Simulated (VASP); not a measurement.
Energy against volume of ZrO₂ (fluorite). Computed with PBE GGA with D3 dispersion (Becke-Johnson damping), VASP's PBE PAW potentials (set 64) (plane waves; VASP 6.6.1). Settings: 520 eV cut-off, 8×8×8 Γ-centred mesh, Gaussian smearing of 0.050 eV, potentials Zr_sv O.

```tsv
V (Å³/atom)	E (eV/atom)
10.660	-9.77867
10.989	-9.78719
11.319	-9.78049
11.649	-9.76086
```

Task: Fit these four points and predict the energy of the run at 10.330 Å³/atom.

Result: A cubic in V^(−2/3), the third-order Birch-Murnaghan form, passes through the four points with V0 = 11.00 Å³/atom and B0 = 245 GPa, and gives -9.7521 eV/atom there. The run gave -9.7525 eV/atom, -0.4 meV/atom from the fit; all five points give B0 = 244 GPa.

The compound is ZrO2 in the fluorite structure, the high-temperature cubic form, which is unstable at 0 K; the monoclinic form is the stable one. It was relaxed first.
